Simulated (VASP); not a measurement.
Wanted: the native input for a VASP 6.6.1 run.

| Quantity | Value |
| --- | --- |
| Task | relaxation of cell and atoms |
| Functional | LDA |
| Potentials or basis | VASP PAW LDA potentials, release 64 (Si, N) |
| Cutoff | 600 eV |
| k mesh | 6 × 6 × 9 |
| Occupations | gaussian, width 0.03 eV |
| Spin | no spin polarisation |
| Further INCAR settings | ALGO = Normal; EDIFF = 1e-06; IBRION = 2; EDIFFG = -0.01; NSW = 90; ISIF = 3 |

The structure of Si3N4 lies in POSCAR:

```
Si3N4
1.0
    7.6044000000      0.0000000000      0.0000000000
   -3.8022000000      6.5856035805      0.0000000000
    0.0000000000      0.0000000000      2.9063000000
Si N
6 8
Direct
    0.7684770000      0.1745570000      0.2500000000
    0.5939200000      0.7684770000      0.7500000000
    0.8254430000      0.5939200000      0.2500000000
    0.2315230000      0.8254430000      0.7500000000
    0.4060800000      0.2315230000      0.2500000000
    0.1745570000      0.4060800000      0.7500000000
    0.0305000000      0.3302400000      0.2500000000
    0.7002600000      0.0305000000      0.7500000000
    0.6697600000      0.7002600000      0.2500000000
    0.9695000000      0.6697600000      0.7500000000
    0.2997400000      0.9695000000      0.2500000000
    0.3302400000      0.2997400000      0.7500000000
    0.6666666667      0.3333333333      0.2500000000
    0.3333333333      0.6666666667      0.7500000000
```

These files were run (other wordings do the same):

INCAR

```
ALGO = Normal
EDIFF = 1E-6
EDIFFG = -0.01
ENCUT = 600
GGA = CA
IBRION = 2
ISIF = 3
ISMEAR = 0
KPAR = 4
LASPH = True
LCHARG = False
LREAL = False
LWAVE = False
NELM = 80
NSW = 90
PREC = Accurate
SIGMA = 0.03
```

KPOINTS

```
k-points
0
Gamma
  6 6 9
```

Potentials or basis: VASP PAW LDA potentials, release 64 (Si, N).

Command:

```console
$ cat potpaw_LDA.64/Si/POTCAR potpaw_LDA.64/N/POTCAR > POTCAR
$ mpirun -np 4 vasp_std > vasp.out
```

It gave:

```yaml
Relaxed_volume: 10.27 Å³/atom
Relaxed_cell: a = 7.576 Å, b = 7.576 Å, c = 2.893 Å, α = 90.00°, β = 90.00°, γ = 120.00°
Space_group_after_relaxing_to_0.05_Å: P6_3/m (No. 176)
Energy_gained_by_relaxing: 1.2 meV/atom
Ionic_steps: 11
Pressure_after_relaxing: 0.0 GPa
Largest_force_after_relaxing: 0.009 eV/Å
Band_gap_on_the_k_mesh: 4.23 eV, indirect (least direct gap 4.41 eV)
```

Caveat: an odd mesh through Γ misses points on the zone boundary, where band edges often lie.

Wall time 2.4 min on 4 MPI ranks on Intel(R) Xeon(R) 6975P-C (Granite Rapids) (shared host), peak memory 0.37 GiB a rank.
